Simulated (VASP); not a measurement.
Input:

```
CELL_PARAMETERS angstrom
      4.15212     2.07221     2.07221
      2.07221     4.15212     2.07221
      2.07221     2.07221     4.15212
ATOMIC_POSITIONS crystal
  Ni 0.00000 0.00000 0.00000
  Ni 0.50000 0.50000 0.50000
  O  0.25000 0.25000 0.25000
  O  0.75000 0.75000 0.75000
```
Starting moments (μB, in the order of the record's atoms Ni Ni O O): 1.3 -1.3 0.0 0.0.

Level of theory: rev-vdW-DF2, VASP's PBE PAW potentials (set 64) (plane waves; VASP). Numerical set-up: 520 eV cut-off, 10×10×10 Γ-centred mesh, tetrahedra with Blöchl corrections, potentials Ni O.

The cores are frozen, which limits the accuracy of field gradients.

### Question
Give the principal components of the electric field gradient (V/Å²) and the asymmetry η at each nucleus.

### Answer

| atom | Vxx | Vyy | Vzz | η |
|---|---|---|---|---|
| Ni1 | -0.9 | -0.9 | 1.8 | 0.00 |
| Ni2 | -0.9 | -0.9 | 1.8 | 0.00 |
| O3 | 1.9 | 1.9 | -3.8 | 0.00 |
| O4 | 1.9 | 1.9 | -3.8 | 0.00 |

The compound is NiO in the rock salt, AFM-II order structure. It was relaxed first.
